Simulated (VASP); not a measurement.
These are PBE GGA, VASP's PBE PAW potentials (set 64) (plane waves; VASP) values and carry that method's errors.

VASP input:

### INCAR
```
ALGO = Normal
SYSTEM = TiCo
LWAVE = F
LREAL = F
LMAXMIX = 4   ! l cut-off of mixed one-centre charges
EDIFF = 1E-6   ! SCF stop (eV)
SIGMA = 0.1   ! width (eV)
PREC = Accurate
LASPH = T
ISMEAR = 1   ! Methfessel-Paxton
ISIF = 2
NELM = 100   ! most electronic steps
LCHARG = F
GGA = PE   ! PBE
ENCUT = 520
```

KPOINTS:
```
Automatic
0
Gamma
 11 11 11
```

File POSCAR:
```
TiCo
1
    3.0114220000     0.0000000000     0.0000000000
    0.0000000000     3.0177400000     0.0000000000
    0.0000000000     0.0000000000     3.0244450000
Ti Co
1 1
Direct
  0.0000000000   0.0000000000   0.0000000000
  0.5309000000   0.5000000000   0.5000000000
```

POTCAR, in this order: Ti_sv Co_sv (PBE.64 set). Program: vasp_std.

The run wrote:

### OSZICAR
```
       N       E                     dE             d eps       ncg     rms          rms(c)
DAV:   1     0.422399107341E+03    0.42240E+03   -0.17190E+04  9134   0.327E+03
DAV:   2     0.232156914517E+02   -0.39918E+03   -0.39359E+03  9272   0.831E+02
DAV:   3    -0.153293870207E+02   -0.38545E+02   -0.37325E+02 10984   0.246E+02
DAV:   4    -0.180193277303E+02   -0.26899E+01   -0.26702E+01 12220   0.633E+01
DAV:   5    -0.181088627785E+02   -0.89535E-01   -0.89255E-01 11198   0.993E+00    0.136E+01
DAV:   6    -0.164024216769E+02    0.17064E+01   -0.21177E+01 10526   0.787E+01    0.119E+01
DAV:   7    -0.179757894107E+02   -0.15734E+01   -0.32510E+01 11832   0.598E+01    0.253E+01
DAV:   8    -0.156434576113E+02    0.23323E+01   -0.15386E+01 11564   0.398E+01    0.236E+00
DAV:   9    -0.156495464094E+02   -0.60888E-02   -0.46721E-01 12228   0.755E+00    0.129E+00
DAV:  10    -0.156535841404E+02   -0.40377E-02   -0.39006E-02  9080   0.206E+00    0.605E-01
DAV:  11    -0.156521753641E+02    0.14088E-02   -0.10727E-02 12632   0.109E+00    0.217E-01
DAV:  12    -0.156522183989E+02   -0.43035E-04   -0.36893E-04  9746   0.230E-01    0.151E-01
DAV:  13    -0.156520881349E+02    0.13026E-03   -0.73955E-04 11606   0.251E-01    0.178E-02
DAV:  14    -0.156520904888E+02   -0.23539E-05   -0.11351E-05  9972   0.519E-02    0.154E-02
DAV:  15    -0.156520895102E+02    0.97855E-06   -0.72815E-06  9600   0.218E-02
   1 F= -.15652090E+02 E0= -.15652194E+02  d E =0.312753E-03
```

OUTCAR:
```
------------------------ aborting loop because EDIFF is reached ----------------------------------------
  FORCE on cell =-STRESS in cart. coord.  units (eV):
  Direction    XX          YY          ZZ          XY          YZ          ZX
  --------------------------------------------------------------------------------------
  Total       -1.5230242     -1.4611507     -1.4688602      0.0000000      0.0000000      0.0000000
  in kB      -88.7806351    -85.1738891    -85.6232933      0.0000000      0.0000000      0.0000000
  external PRESSURE =     -86.5259392 kB  Pullay stress =       0.0000000 kB
  volume of cell :       27.49
      direct lattice vectors                 reciprocal lattice vectors
     3.011422000  0.000000000  0.000000000     0.332069036  0.000000000  0.000000000
     0.000000000  3.017740000  0.000000000     0.000000000  0.331373810  0.000000000
     0.000000000  0.000000000  3.024445000     0.000000000  0.000000000  0.330639175
 POSITION                                       TOTAL-FORCE (eV/Angst)
 -----------------------------------------------------------------------------------
      0.00000      0.00000      0.00000         0.330175      0.000000      0.000000
      1.59876      1.50887      1.51222        -0.330175      0.000000      0.000000
 -----------------------------------------------------------------------------------
    total drift:                                0.000044     -0.000000      0.000003
  FREE ENERGIE OF THE ION-ELECTRON SYSTEM (eV)
  ---------------------------------------------------
  free  energy   TOTEN  =       -15.6520895102 eV

  energy  without entropy=      -15.6524022629  energy(sigma->0) =      -15.65219376
```
(Selected blocks of OUTCAR.)

The compound is TiCo in the CsCl type structure. The cell was not relaxed at this level, atoms are displaced from their ideal sites. The run is one of a series of settings (ENCUT = 520, POTCAR Ti_sv Co_sv (PBE.64 set) against the base run), some of them coarse on purpose. The run is not spin-polarised, so no magnetic state was tried. The electron count is odd and the run is not spin-polarised, which forces a metal.
